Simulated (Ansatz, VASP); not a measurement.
# ZrB2: VASP beside Ansatz, part 2 of 2

Wanted: the spread between two codes on one cell, functional and k mesh. The cell is taken from a series of runs on this material, whose earlier steps may have relaxed, scaled, displaced or heated it; both programs get it as it stands.

VASP 6.6.1 and Ansatz 0.2.0.

So far: The structure; Ansatz: zone-centre phonons, PBEsol.

## 3. VASP: zone-centre phonons, PBEsol

Level of this step: PBEsol; plane waves and PAW (B, Zr_sv) (VASP).

The same cell, functional, mesh and smearing now go to VASP, with its own data sets.

Lines of VASP's logs that name or quote its potential files are left out, and so is its time.

File INCAR:

```
SYSTEM = ZrB2
PREC = Accurate
ENCUT = 500
EDIFF = 1E-08
NELM = 120
ISMEAR = 1
SIGMA = 0.2
LREAL = .FALSE.
ALGO = Normal
GGA = PS
NBANDS = 15
LASPH = .TRUE.
LORBIT = 11
LWAVE = .FALSE.
LCHARG = .FALSE.
ISIF = 2
IBRION = 8
GGA_COMPAT = .FALSE.
KPAR = 2
```

File POSCAR:

```
ZrB2
1.0
    3.0935695359      0.0000000000      0.0000000000
   -1.5467847679      2.6791098064      0.0000000000
    0.0000000000      0.0000000000      3.4286621844
B Zr
2 1
Direct
    0.3333333333      0.6666666667      0.5000000000
    0.6666666667      0.3333333333      0.5000000000
    0.0000000000      0.0000000000      0.0000000000
```

File KPOINTS:

```
Automatic mesh
0
Gamma
15 15 12
0 0 0
```

Potentials, in the order of the species: B and Zr_sv (PBE family, release 64).

Run with:

```
mpirun -np 2 vasp_std
```

Numbers of over 12 decimals in the logs are rounded to 6 here.

What it wrote:

```text
[banner, memory and clock lines left out]
running    2 mpi-ranks, on    1 nodes
 distrk:  each k-point on    1 cores,    2 groups
 distr:  one band on    1 cores,    1 groups

 POSCAR found type information on POSCAR B Zr
 POSCAR found :  2 types and       3 ions
|                                                                             |
|               ----> ADVICE to this user running VASP <----                  |
|                                                                             |
|     You enforced a specific xc type in the INCAR file but a different       |
|     [... a line on the potential file left out ...]
|     I HOPE YOU KNOW WHAT YOU ARE DOING!                                     |
|                                                                             |

 LDA part: xc-table for (Slater+PW92), standard interpolation
 POSCAR, INCAR and KPOINTS ok, starting setup
 FFT: planning ... GRIDC
 FFT: planning ... GRID_SOFT
 FFT: planning ... GRID
 WAVECAR not read
 entering main loop
       N       E                     dE             d eps       ncg     rms          rms(c)
DAV:   1     0.100737484039E+03    0.10074E+03   -0.96497E+03  5670   0.117E+03
DAV:   2    -0.247091210115E+02   -0.12545E+03   -0.12068E+03  7147   0.302E+02
DAV:   3    -0.288942105506E+02   -0.41851E+01   -0.41665E+01  9205   0.479E+01
DAV:   4    -0.289563673710E+02   -0.62157E-01   -0.62149E-01  6436   0.540E+00
DAV:   5    -0.289578802959E+02   -0.15129E-02   -0.15129E-02  8851   0.556E-01    0.263E+01
DAV:   6    -0.263615008760E+02    0.25964E+01   -0.57576E+00  7131   0.176E+01    0.111E+01
DAV:   7    -0.263052698978E+02    0.56231E-01   -0.74874E-01  8338   0.568E+00    0.378E+00
DAV:   8    -0.263074037113E+02   -0.21338E-02   -0.11949E-01  6883   0.304E+00    0.524E-01
DAV:   9    -0.263031627809E+02    0.42409E-02   -0.22814E-02  7046   0.124E+00    0.213E-01
DAV:  10    -0.263027700101E+02    0.39277E-03   -0.15250E-03  6638   0.382E-01    0.437E-02
DAV:  11    -0.263027687656E+02    0.12446E-05   -0.84653E-05  8178   0.845E-02    0.137E-02
DAV:  12    -0.263027669983E+02    0.17673E-05   -0.34869E-06  7205   0.141E-02    0.597E-03
DAV:  13    -0.263027667899E+02    0.20840E-06   -0.69773E-07  8747   0.649E-03    0.212E-03
DAV:  14    -0.263027667252E+02    0.64701E-07   -0.41856E-08  6155   0.208E-03    0.517E-04
DAV:  15    -0.263027666924E+02    0.32853E-07   -0.53149E-09  3458   0.660E-04    0.112E-04
DAV:  16    -0.263027666878E+02    0.45784E-08   -0.13189E-09  3108   0.300E-04
   1 F= -.26302767E+02 E0= -.26302928E+02  d E =0.483984E-03
 Linear response reoptimize wavefunctions to high precision
DAV:   1    -0.263027666881E+02   -0.34038E-09   -0.33675E-10  4053   0.124E-04
DAV:   2    -0.263027666881E+02   -0.29559E-11   -0.11810E-10  3010   0.595E-05
 Linear response DOF=           4
 Linear response progress:
  Degree of freedom:   1/  4
       N       E                     dE             d eps       ncg     rms          rms(c)
RMM:   1    -0.489089922545E-01   -0.48909E-01   -0.25244E-02 57759   0.109E+00
RMM:   2    -0.437982135809E-01    0.51108E-02   -0.22198E-03 47178   0.252E-01    0.154E-01
RMM:   3    -0.436898983851E-01    0.10832E-03   -0.72004E-04 44906   0.133E-01    0.764E-02
RMM:   4    -0.441758943040E-01   -0.48600E-03   -0.46499E-04 44018   0.106E-01    0.851E-03
RMM:   5    -0.441843214985E-01   -0.84272E-05   -0.55503E-05 53267   0.297E-02    0.240E-03
RMM:   6    -0.441856255875E-01   -0.13041E-05   -0.10448E-05 55969   0.105E-02    0.133E-03
RMM:   7    -0.441823827914E-01    0.32428E-05   -0.29598E-06 56181   0.479E-03    0.309E-04
RMM:   8    -0.441843005545E-01   -0.19178E-05   -0.13668E-06 58282   0.217E-03    0.171E-04
RMM:   9    -0.441838393831E-01    0.46117E-06   -0.19098E-07 58856   0.996E-04    0.315E-05
RMM:  10    -0.441839592435E-01   -0.11986E-06   -0.34133E-07 58818   0.477E-04    0.277E-05
RMM:  11    -0.441838336576E-01    0.12559E-06   -0.18321E-08 58741   0.235E-04    0.970E-06
RMM:  12    -0.441838150527E-01    0.18605E-07   -0.15740E-07 59826   0.118E-04    0.544E-06
RMM:  13    -0.441837961247E-01    0.18928E-07   -0.11254E-07 58601   0.611E-05    0.551E-06
RMM:  14    -0.441837947081E-01    0.14166E-08   -0.12733E-07 57695   0.329E-05    0.283E-06
RMM:  15    -0.441837894058E-01    0.53023E-08   -0.11487E-07 56744   0.183E-05    0.119E-06
RMM:  16    -0.441837889416E-01    0.46423E-09   -0.11716E-07 53613   0.111E-05    0.373E-07
RMM:  17    -0.441837886293E-01    0.31232E-09   -0.11220E-07 48887   0.727E-06    0.195E-07
RMM:  18    -0.441837886819E-01   -0.52610E-10   -0.11190E-07 41332   0.539E-06    0.133E-07
RMM:  19    -0.441837888903E-01   -0.20843E-09   -0.11049E-07 36619   0.451E-06    0.120E-07
RMM:  20    -0.441837890582E-01   -0.16784E-09   -0.11039E-07 33190   0.411E-06    0.841E-08
 first order change of Fermi-energy   0.17783E-04
 force on displaced ion       1 direction 1 : -18.785  -0.001   0.000
 Linear response progress:
  Degree of freedom:   2/  4
       N       E                     dE             d eps       ncg     rms          rms(c)
RMM:   1    -0.482466690513E-01   -0.48247E-01   -0.16456E-03 20238   0.116E+00
RMM:   2    -0.455646145003E-01    0.26821E-02   -0.18503E-03 16261   0.252E-01    0.124E-01
RMM:   3    -0.454707225223E-01    0.93892E-04   -0.96786E-04 15778   0.152E-01    0.569E-02
RMM:   4    -0.458593743140E-01   -0.38865E-03   -0.36912E-04 16704   0.956E-02    0.124E-02
RMM:   5    -0.459348483458E-01   -0.75474E-04   -0.58653E-05 18346   0.361E-02    0.392E-03
RMM:   6    -0.459478078255E-01   -0.12959E-04   -0.12851E-05 19217   0.139E-02    0.859E-04
RMM:   7    -0.459408498103E-01    0.69580E-05   -0.12000E-06 19606   0.603E-03    0.262E-04
RMM:   8    -0.459419160558E-01   -0.10662E-05   -0.49989E-06 19506   0.289E-03    0.140E-04
RMM:   9    -0.459409645242E-01    0.95153E-06   -0.34904E-06 19416   0.148E-03    0.109E-04
RMM:  10    -0.459414892559E-01   -0.52473E-06   -0.20606E-06 19758   0.792E-04    0.109E-05
RMM:  11    -0.459415144321E-01   -0.25176E-07   -0.11763E-06 21006   0.384E-04    0.137E-05
RMM:  12    -0.459415100654E-01    0.43667E-08   -0.63914E-07 20702   0.186E-04    0.940E-06
RMM:  13    -0.459414930589E-01    0.17006E-07   -0.36566E-07 20457   0.979E-05    0.517E-06
RMM:  14    -0.459415121315E-01   -0.19073E-07   -0.20366E-07 20758   0.510E-05    0.317E-06
RMM:  15    -0.459415153315E-01   -0.32000E-08   -0.11417E-07 20284   0.280E-05    0.215E-06
RMM:  16    -0.459415149288E-01    0.40264E-09   -0.64933E-08 19979   0.158E-05    0.132E-06
 first order change of Fermi-energy  -0.81846E-04
 force on displaced ion       1 direction 3 :  -0.000  -0.000 -12.116
 Linear response progress:
  Degree of freedom:   3/  4
       N       E                     dE             d eps       ncg     rms          rms(c)
RMM:   1    -0.678936762850E+00   -0.67894E+00    0.30283E+00 15616   0.150E+01
RMM:   2    -0.621421158184E+00    0.57516E-01   -0.18347E-01 21354   0.280E+00    0.185E-01
RMM:   3    -0.622894476715E+00   -0.14733E-02   -0.31763E-02 25578   0.845E-01    0.604E-02
RMM:   4    -0.624507309876E+00   -0.16128E-02   -0.58037E-03 31547   0.299E-01    0.298E-02
RMM:   5    -0.624948089602E+00   -0.44078E-03   -0.90010E-04 31465   0.113E-01    0.175E-02
RMM:   6    -0.624918687093E+00    0.29403E-04   -0.14013E-04 31561   0.511E-02    0.412E-03
RMM:   7    -0.624901383075E+00    0.17304E-04   -0.40669E-05 32665   0.240E-02    0.318E-03
RMM:   8    -0.624894416054E+00    0.69670E-05    0.79518E-06 33048   0.131E-02    0.907E-04
RMM:   9    -0.624899962980E+00   -0.55469E-05   -0.40630E-06 33515   0.764E-03    0.115E-04
RMM:  10    -0.624901716569E+00   -0.17536E-05   -0.46659E-06 34513   0.488E-03    0.109E-04
RMM:  11    -0.624902189565E+00   -0.47300E-06   -0.30887E-06 35050   0.344E-03    0.160E-04
RMM:  12    -0.624897644764E+00    0.45448E-05   -0.24212E-06 32596   0.269E-03    0.216E-04
RMM:  13    -0.624903141581E+00   -0.54968E-05   -0.18467E-06 30211   0.222E-03    0.170E-04
RMM:  14    -0.624905710496E+00   -0.25689E-05   -0.14712E-06 33604   0.169E-03    0.868E-05
[...]
RMM:  22    -0.624911088875E+00    0.12355E-06   -0.25613E-07 30354   0.446E-04    0.290E-05
RMM:  23    -0.624911164132E+00   -0.75257E-07   -0.20826E-07 30900   0.390E-04    0.345E-05
RMM:  24    -0.624911119163E+00    0.44969E-07   -0.18295E-07 28367   0.344E-04    0.429E-05
RMM:  25    -0.624911182774E+00   -0.63611E-07   -0.15719E-07 27903   0.306E-04    0.470E-05
RMM:  26    -0.624911162332E+00    0.20443E-07   -0.13419E-07 24481   0.272E-04    0.530E-05
RMM:  27    -0.624911253643E+00   -0.91312E-07   -0.11619E-07 30108   0.245E-04    0.548E-05
RMM:  28    -0.624911254397E+00   -0.75329E-09   -0.10428E-07 20987   0.218E-04    0.591E-05
RMM:  29    -0.624911293494E+00   -0.39097E-07   -0.90737E-08 26951   0.197E-04    0.616E-05
 first order change of Fermi-energy   0.10862E-03
 force on displaced ion       3 direction 1 : -16.201   0.000   0.000
 Linear response progress:
  Degree of freedom:   4/  4
       N       E                     dE             d eps       ncg     rms          rms(c)
RMM:   1    -0.757329207983E+00   -0.75733E+00    0.27239E+00  6665   0.148E+01
RMM:   2    -0.698143099933E+00    0.59186E-01   -0.15772E-01  8838   0.266E+00    0.212E-01
RMM:   3    -0.701696337227E+00   -0.35532E-02   -0.34841E-02 10306   0.784E-01    0.679E-02
RMM:   4    -0.704048252339E+00   -0.23519E-02   -0.69472E-03 11987   0.288E-01    0.358E-02
RMM:   5    -0.704278607363E+00   -0.23036E-03   -0.10187E-03 12593   0.103E-01    0.235E-02
RMM:   6    -0.704117169587E+00    0.16144E-03   -0.12779E-04 12731   0.484E-02    0.318E-03
RMM:   7    -0.704178952231E+00   -0.61783E-04   -0.25253E-05 13066   0.211E-02    0.324E-03
RMM:   8    -0.704165780136E+00    0.13172E-04    0.80159E-06 13216   0.111E-02    0.940E-04
RMM:   9    -0.704168742513E+00   -0.29624E-05    0.92860E-06 13911   0.636E-03    0.714E-04
RMM:  10    -0.704168986742E+00   -0.24423E-06    0.86836E-06 13405   0.443E-03    0.264E-04
RMM:  11    -0.704169659630E+00   -0.67289E-06    0.61887E-06 13646   0.299E-03    0.602E-05
RMM:  12    -0.704170425938E+00   -0.76631E-06    0.52155E-06 13732   0.221E-03    0.119E-04
RMM:  13    -0.704170078632E+00    0.34731E-06    0.52414E-06 13920   0.163E-03    0.135E-04
RMM:  14    -0.704170863668E+00   -0.78504E-06    0.42621E-06 13137   0.132E-03    0.525E-05
[...]
RMM:  28    -0.704175656161E+00    0.10282E-07    0.38290E-07  8817   0.976E-05    0.152E-06
RMM:  29    -0.704175656275E+00   -0.11478E-09    0.31198E-07  7721   0.843E-05    0.261E-06
RMM:  30    -0.704175649908E+00    0.63673E-08    0.25973E-07  7354   0.733E-05    0.385E-06
RMM:  31    -0.704175662023E+00   -0.12115E-07    0.21094E-07  7577   0.640E-05    0.454E-06
RMM:  32    -0.704175662021E+00    0.18772E-11    0.17480E-07  7395   0.561E-05    0.551E-06
RMM:  33    -0.704175667483E+00   -0.54617E-08    0.14165E-07  7303   0.495E-05    0.603E-06
RMM:  34    -0.704175662619E+00    0.48634E-08    0.11704E-07  6222   0.437E-05    0.675E-06
RMM:  35    -0.704175664132E+00   -0.15123E-08    0.94885E-08  5944   0.388E-05    0.722E-06
 first order change of Fermi-energy   0.10599E-03
 force on displaced ion       3 direction 3 :   0.000  -0.000 -18.635
 Linear response finished
```

From OUTCAR (step 3):

```text
ion  position               nearest neighbor table
   1  0.333  0.667  0.500-   2 1.79   2 1.79   2 1.79   3 2.48   3 2.48   3 2.48   3 2.48   3 2.48
                             3 2.48
   2  0.667  0.333  0.500-   1 1.79   1 1.79   1 1.79   3 2.48   3 2.48   3 2.48   3 2.48   3 2.48
                             3 2.48
   3  0.000  0.000  0.000-   1 2.48   2 2.48   1 2.48   2 2.48   1 2.48   1 2.48   2 2.48   2 2.48
                             2 2.48   2 2.48   1 2.48   1 2.48

  LATTYP: Found a hexagonal cell.
 ALAT       =     3.0935695359
 C/A-ratio  =     1.1083190937

 Subroutine GETGRP returns: Found 24 space group operations
 (whereof 24 operations were pure point group operations)

The static configuration has the point symmetry D_6h.

 Found    189 irreducible k-points:

   k-points           NKPTS =    189   k-points in BZ     NKDIM =    189   number of bands    NBANDS=     15

   dimension x,y,z NGX =    24 NGY =   24 NGZ =   28
   dimension x,y,z NGXF=    48 NGYF=   48 NGZF=   56

   ENCUT  =  500.0 eV  36.75 Ry    6.06 a.u.   5.64  5.64  6.25*2*pi/ulx,y,z

   NELECT =      18.0000    total number of electrons

 k-points in reciprocal lattice and weights: Automatic mesh
   0.00000000  0.00000000  0.00000000       0.000
   0.06666667 -0.00000000  0.00000000       0.002
   0.13333333  0.00000000  0.00000000       0.002
   0.20000000  0.00000000  0.00000000       0.002
   0.26666667  0.00000000  0.00000000       0.002
   0.33333333 -0.00000000  0.00000000       0.002
   0.40000000  0.00000000  0.00000000       0.002
   0.46666667  0.00000000  0.00000000       0.002
   0.06666667  0.06666667  0.00000000       0.002
[...]
0.33333333  0.26666667  0.50000000       0.004
   0.33333333  0.33333333  0.50000000       0.001

 average (electrostatic) potential at core
       1 -21.0565       2 -21.0565       3 -71.3183

  Total        3.1687463      3.1687463      3.1634733      0.0000000     -0.0000000      0.0000000
  in kB      178.6582021    178.6582021    178.3609038      0.0000000     -0.0000000      0.0000000
  external PRESSURE =     178.5591027 kB  Pullay stress =       0.0000000 kB

  energy-cutoff  :      500.00
  volume of cell :       28.42
      direct lattice vectors                 reciprocal lattice vectors
     3.093569536  0.000000000  0.000000000     0.323251179  0.186629155  0.000000000
    -1.546784768  2.679109806  0.000000000     0.000000000  0.373258311  0.000000000
     0.000000000  0.000000000  3.428662184     0.000000000  0.000000000  0.291658946

 POSITION                                       TOTAL-FORCE (eV/Angst)
 -----------------------------------------------------------------------------------
     -0.00000      1.78607      1.71433         0.000000     -0.000000      0.000000
      1.54678      0.89304      1.71433        -0.000000      0.000000      0.000000
      0.00000      0.00000      0.00000        -0.000000      0.000000      0.000000
 -----------------------------------------------------------------------------------
    total drift:                               -0.000000      0.000000     -0.000000

 Eigenvectors and eigenvalues of the dynamical matrix
 ----------------------------------------------------

   1 f  =   25.814702 THz   162.198555 2PiTHz  861.085765 cm-1   106.760980 meV
             X         Y         Z           dx          dy          dz
     -0.000000  1.786073  1.714331    -0.667730   -0.232672    0.000000
      1.546785  0.893037  1.714331     0.667730    0.232672   -0.000000
      0.000000  0.000000  0.000000    -0.000000   -0.000000   -0.000000

   2 f  =   25.814702 THz   162.198555 2PiTHz  861.085765 cm-1   106.760980 meV
             X         Y         Z           dx          dy          dz
     -0.000000  1.786073  1.714331     0.232672   -0.667730   -0.000000
      1.546785  0.893037  1.714331    -0.232672    0.667730    0.000000
      0.000000  0.000000  0.000000    -0.000000   -0.000000   -0.000000

   3 f  =   18.363000 THz   115.378130 2PiTHz  612.523738 cm-1    75.943230 meV
             X         Y         Z           dx          dy          dz
     -0.000000  1.786073  1.714331     0.000000    0.000000    0.707107
      1.546785  0.893037  1.714331     0.000000    0.000000   -0.707107
      0.000000  0.000000  0.000000    -0.000000    0.000000    0.000000

   4 f  =   16.141140 THz   101.417777 2PiTHz  538.410492 cm-1    66.754363 meV
             X         Y         Z           dx          dy          dz
     -0.000000  1.786073  1.714331    -0.000000   -0.000000    0.635757
      1.546785  0.893037  1.714331    -0.000000   -0.000000    0.635757
      0.000000  0.000000  0.000000     0.000000    0.000000   -0.437750

   5 f  =   15.044100 THz    94.524870 2PiTHz  501.817173 cm-1    62.217372 meV
             X         Y         Z           dx          dy          dz
     -0.000000  1.786073  1.714331     0.600299    0.209171   -0.000000
      1.546785  0.893037  1.714331     0.600299    0.209171    0.000000
      0.000000  0.000000  0.000000    -0.413538   -0.144095   -0.000000

   6 f  =   15.044100 THz    94.524870 2PiTHz  501.817173 cm-1    62.217372 meV
             X         Y         Z           dx          dy          dz
     -0.000000  1.786073  1.714331     0.209171   -0.600299   -0.000000
      1.546785  0.893037  1.714331     0.209171   -0.600299   -0.000000
      0.000000  0.000000  0.000000    -0.144095    0.413538    0.000000

   7 f/i=    0.000391 THz     0.002456 2PiTHz    0.013036 cm-1     0.001616 meV
             X         Y         Z           dx          dy          dz
     -0.000000  1.786073  1.714331     0.000000    0.000000    0.309536
      1.546785  0.893037  1.714331     0.000000    0.000000    0.309536
      0.000000  0.000000  0.000000     0.000000    0.000000    0.899097

   8 f/i=    0.003267 THz     0.020526 2PiTHz    0.108971 cm-1     0.013511 meV
             X         Y         Z           dx          dy          dz
     -0.000000  1.786073  1.714331     0.049835    0.305622   -0.000000
      1.546785  0.893037  1.714331     0.049835    0.305622   -0.000000
      0.000000  0.000000  0.000000     0.144684    0.887293   -0.000000

   9 f/i=    0.003267 THz     0.020526 2PiTHz    0.108971 cm-1     0.013511 meV
             X         Y         Z           dx          dy          dz
     -0.000000  1.786073  1.714331     0.305622   -0.049835    0.000000
      1.546785  0.893037  1.714331     0.305622   -0.049835    0.000000
      0.000000  0.000000  0.000000     0.887293   -0.144684    0.000000

 ELASTIC MODULI CONTR FROM IONIC RELAXATION (kBar)
 Direction    XX          YY          ZZ          XY          YZ          ZX
 --------------------------------------------------------------------------------
 XX          -2.1309      2.1309      0.0000     -0.0000      0.0000      0.0000
 YY           2.1309     -2.1309      0.0000     -0.0000     -0.0000     -0.0000
 ZZ           0.0000      0.0000     -0.0000      0.0000      0.0000      0.0000
 XY          -0.0000     -0.0000      0.0000     -2.1309     -0.0000     -0.0000
 YZ           0.0000     -0.0000      0.0000     -0.0000     -0.0000     -0.0000
 ZX           0.0000     -0.0000      0.0000     -0.0000     -0.0000     -0.0000
 --------------------------------------------------------------------------------
```

Energies printed during the response cycles are not total energies of the cell.

## 4. Side by side

Known differences besides the potentials themselves: the cutoff is 420 eV in Ansatz and 500 eV in VASP; Ansatz makes its cores anew for this functional, VASP keeps those of its PBE data sets. Total energies have different zeros and are not compared.

Compared:

```
                  quantity  Ansatz   VASP  difference
optical mode 1 to 2 (cm⁻¹)   501.2  501.8     -0.12 %
     optical mode 3 (cm⁻¹)   536.9  538.4     -0.28 %
     optical mode 4 (cm⁻¹)   612.3  612.5     -0.04 %
optical mode 5 to 6 (cm⁻¹)   858.1  861.1     -0.35 %
```

Modes are paired by rising frequency, not by their patterns, so a pair may set unlike modes beside each other; they are those without the splitting of longitudinal modes.

## 5. Outcome

| Property | Result |
| --- | --- |
| r.m.s. difference of the optical zone-centre modes, each program's sorted by frequency (zone-centre phonons, PBEsol) | 1.9 cm⁻¹ |

The r.m.s. difference of the optical zone-centre modes, each program's sorted by frequency is 1.9 cm⁻¹ (zone-centre phonons, PBEsol). Such differences can come from data sets, numerical settings and the points named under the comparisons, not from the functional's error against experiment.

[Lines on the potential files, build, host, timing and source positions are cut from VASP's logs without a mark.]

[Logs are printed without paths, hosts, clocks, repeated set-up lines and the standing remarks that a program may print on its own settings, such as how far it seeks lower states.]

[Hosts, paths, dates, database ids (printed as entryN), source tags and the programs' standing remarks are cut or masked in the printed files.]
